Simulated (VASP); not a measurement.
Crystal: MoS2.

```
Mo S
1.0
     3.16900    0.00000    0.00000
    -1.58450    2.74443    0.00000
     0.00000    0.00000   12.32400
Mo S
2 4
Direct
  0.33333 0.66667 0.25000
  0.66667 0.33333 0.75000
  0.33333 0.66667 0.62300
  0.66667 0.33333 0.12300
  0.33333 0.66667 0.87700
  0.66667 0.33333 0.37700
```

```yaml
Program: VASP 6.6.1
Task: relaxation of cell and atoms
Functional: PBE
Dispersion: D3(BJ)
Potentials_or_basis: VASP PAW PBE potentials, release 64 (Mo_sv, S)
Cutoff: 600 eV
k_mesh: 12 × 12 × 3
Occupations: gaussian, width 0.03 eV
Spin: no spin polarisation
```

At the start: pressure -2.1 GPa; volume 17.86 Å³/atom.

Problem. Where does the relaxation end?

Solution. Over 11 steps the energy falls by 2.8 meV/atom and the volume is 17.30 Å³/atom (-3.2 %); space group P6_3/mmc (No. 194, to 0.05 Å).

Step by step:
| step | energy change (eV) | largest force (eV/Å) | pressure (GPa) | volume (Å³) |
| --- | --- | --- | --- | --- |
| 1 | 0.0000 | 0.0753 | -2.05 | 107.18 |
| 2 | 0.0163 | 0.5260 | 3.47 | 103.67 |
| 3 | -0.0088 | 0.1417 | -0.09 | 105.86 |
| 4 | -0.0114 | 0.0580 | -0.06 | 105.44 |
| 5 | -0.0115 | 0.0366 | -0.07 | 105.33 |
| 6 | -0.0130 | 0.0355 | -0.03 | 105.08 |
| 7 | -0.0160 | 0.0313 | 0.07 | 104.31 |
| 8 | -0.0149 | 0.0206 | 0.41 | 102.76 |
| 9 | -0.0168 | 0.0313 | 0.21 | 103.72 |
| 10 | -0.0145 | 0.1359 | -1.02 | 104.15 |
| 11 | -0.0169 | 0.0015 | -0.01 | 103.80 |

Final structure:
```
Mo S
1.0
     3.14878    0.00000    0.00000
    -1.57439    2.72692    0.00000
     0.00000    0.00000   12.08852
Mo S
2 4
Direct
  0.33333 0.66667 0.25000
  0.66667 0.33333 0.75000
  0.33333 0.66667 0.62053
  0.66667 0.33333 0.12053
  0.33333 0.66667 0.87947
  0.66667 0.33333 0.37947
```
